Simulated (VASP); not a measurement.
Calculation: MS2 meta-GGA, VASP's PBE PAW potentials (set 64) (plane waves; VASP 6.6.1). For the first row: Run with 520 eV cut-off, 9×9×9 Γ-centred mesh, first-order Methfessel-Paxton smearing of 0.10 eV, potentials Al Au.

| system | energy (eV/atom) |
|---|---|
| AuAl2 (fluorite) | -0.3844 |
| Al (fcc) | -7.6320 |
| Au (fcc) | 15.4160 |

The references are the elements' solids at the same level; no temperature or zero-point terms are added.  Spin-orbit coupling is left out, which shifts such energies by up to tenths of an eV for the heavy elements here.

Task: What is the formation energy per atom of AuAl$_{2}$?

Result: The references average (2×(-7.6320) + 1×(15.4160))/3 = 0.0507 eV, so the formation energy is -0.3844 − (0.0507) = -0.435 eV/atom.
